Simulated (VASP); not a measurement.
**Tl: stress against strain**

Tl (hcp, P6_3/mmc, 28.435 Å³/atom and stress up to 0.22 GPa in the relaxed cell, c along z) under a strain ε along c (axis z), the other axes held. PBEsol in VASP (plane waves, PAW), 480 eV, 18×18×8 Γ-centred mesh, Methfessel-Paxton smearing 0.10 eV; ions are relaxed, or left where forces stay under 0.02 eV/Å, within the symmetry of each cell. Stress is positive for a compressed cell.

Here s stands for strain and y for stress zz.

| strain (%) | stress zz (GPa) |
|---|---|
| -1.50 | 0.80 |
| -1.00 | 0.49 |
| -0.50 | 0.16 |
| 0.00 | -0.11 |
| 0.50 | -0.32 |
| 1.00 | -0.51 |
| 1.50 | -0.73 |
| 3.00 | ? |

The 7 complete rows are fitted with a straight line, y against s. Means: s 0, y -0.031. About the means, the sum of products is -3.5350 and the sum of squares of s is 7.0000; the slope is their ratio. Least squares gives y = -0.031 - 0.5050·s. Residuals (row less fit): 0.074, 0.016, -0.061, -0.079, -0.037, 0.026, 0.059; standard error 0.065 (degrees of freedom: 5). The slope gives the elastic constant C33 = about 50 GPa.

Q: Estimate the missing y (s = 3.00); what did the run itself give?

A: y = -0.031 - 0.5050 × 3.0 = -1.546 GPa. The calculation gives -1.47 GPa, 0.076 GPa above the prediction (3.3 % of the range of y in the table). The row lies outside the fitted rows, so this is an extrapolation. From the scatter of the fitted rows alone, a prediction at this place has a standard error of 0.101 GPa, so the miss is 0.8 times that.

A polynomial of degree 2 through the 12 other runs of the series gives -1.44 there. In a metal these values are sensitive to mesh and smearing; energies are taken to zero smearing, stresses follow the free energy. Spin-orbit coupling is left out, which can shift these values for the heavy elements here. Rows are the converged runs of the series near zero and its far end, less any whose ions stayed unrelaxed beside relaxed ones; series whose fitted rows scatter by over a few per cent of the range, as at a crossing or softening among them, aren't shown in this form. Most that stay on the fit to the last digits aren't either.
